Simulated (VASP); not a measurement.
Calculation: optB88-vdW, VASP's PBE PAW potentials (set 64) (plane waves; VASP).

VASP input:

File KPOINTS:
```
Automatic mesh
0
Gamma
12 12 12
0 0 0
```

### POSCAR
```
Eu
3.785390
 -0.5773502674   0.5773502674   0.5773502674
  0.5773502674  -0.5773502674   0.5773502674
  0.5773502674   0.5773502674  -0.5773502674
Eu
1
Cartesian
  0.0000000000   0.0000000000   0.0000000000
```

INCAR:
```
SYSTEM = Eu
PREC = Accurate
ENCUT = 520
EDIFF = 1E-7
NELM = 100
ALGO = Normal
LREAL = .FALSE.
LASPH = .TRUE.
ISMEAR = 1
SIGMA = 0.1
GGA = BO
PARAM1 = 0.1833333333
PARAM2 = 0.22
LUSE_VDW = .TRUE.
AGGAC = 0.0
LMAXMIX = 6
LWAVE = .FALSE.
LCHARG = .FALSE.
ISIF = 2
```

POTCAR, in this order: Eu_2 (PBE.64 set). Program: vasp_std.

The run wrote:

### OSZICAR
```
       N       E                     dE             d eps       ncg     rms          rms(c)
DAV:   1     0.119481275767E+02    0.11948E+02   -0.38422E+03  1192   0.828E+02
DAV:   2     0.890639554047E+00   -0.11057E+02   -0.10892E+02  1600   0.104E+02
DAV:   3     0.685488683084E+00   -0.20515E+00   -0.19755E+00  1592   0.104E+01
DAV:   4     0.681057665239E+00   -0.44310E-02   -0.44311E-02  1832   0.153E+00
DAV:   5     0.681052475844E+00   -0.51894E-05   -0.51895E-05  1616   0.572E-02    0.703E+00
DAV:   6     0.665411996023E+00   -0.15640E-01   -0.25294E-03  1872   0.402E-01    0.420E+00
DAV:   7     0.655738895336E+00   -0.96731E-02   -0.74556E-03  1712   0.643E-01    0.619E-02
DAV:   8     0.655479933284E+00   -0.25896E-03   -0.39525E-04  1472   0.120E-01    0.160E-02
DAV:   9     0.655437677602E+00   -0.42256E-04   -0.59796E-05  1544   0.439E-02    0.748E-03
DAV:  10     0.655435160046E+00   -0.25176E-05   -0.81919E-06  1912   0.200E-02    0.144E-03
DAV:  11     0.655435080426E+00   -0.79620E-07   -0.87762E-08  1360   0.270E-03
   1 F= 0.65543508E+00 E0= 0.65546517E+00  d E =-.902676E-04
```

File OUTCAR:
```
------------------------ aborting loop because EDIFF is reached ----------------------------------------
  FORCE on cell =-STRESS in cart. coord.  units (eV):
  Direction    XX          YY          ZZ          XY          YZ          ZX
  --------------------------------------------------------------------------------------
  Total       -0.0790553     -0.0790553     -0.0790553      0.0000000      0.0000000      0.0000000
  in kB       -3.0334135     -3.0334135     -3.0334135      0.0000000      0.0000000      0.0000000
  external PRESSURE =      -3.0334135 kB  Pullay stress =       0.0000000 kB
  volume of cell :       41.76
      direct lattice vectors                 reciprocal lattice vectors
    -2.185495929  2.185495929  2.185495929     0.000000000  0.228781026  0.228781026
     2.185495929 -2.185495929  2.185495929     0.228781026  0.000000000  0.228781026
     2.185495929  2.185495929 -2.185495929     0.228781026  0.228781026  0.000000000
 POSITION                                       TOTAL-FORCE (eV/Angst)
 -----------------------------------------------------------------------------------
      0.00000      0.00000      0.00000         0.000000      0.000000      0.000000
 -----------------------------------------------------------------------------------
    total drift:                                0.000000     -0.000000     -0.000000
  FREE ENERGIE OF THE ION-ELECTRON SYSTEM (eV)
  ---------------------------------------------------
  free  energy   TOTEN  =         0.6554350804 eV

  energy  without entropy=        0.6555253480  energy(sigma->0) =        0.65546517
```
(Selected blocks of OUTCAR.)

The 4f electrons are frozen in the core of the lanthanide potential, so 4f levels, which can set the real gap, and their magnetism are missing.

The compound is Eu in the bcc structure. This cell is one point of a volume scan, at 1.03 of the reference volume.
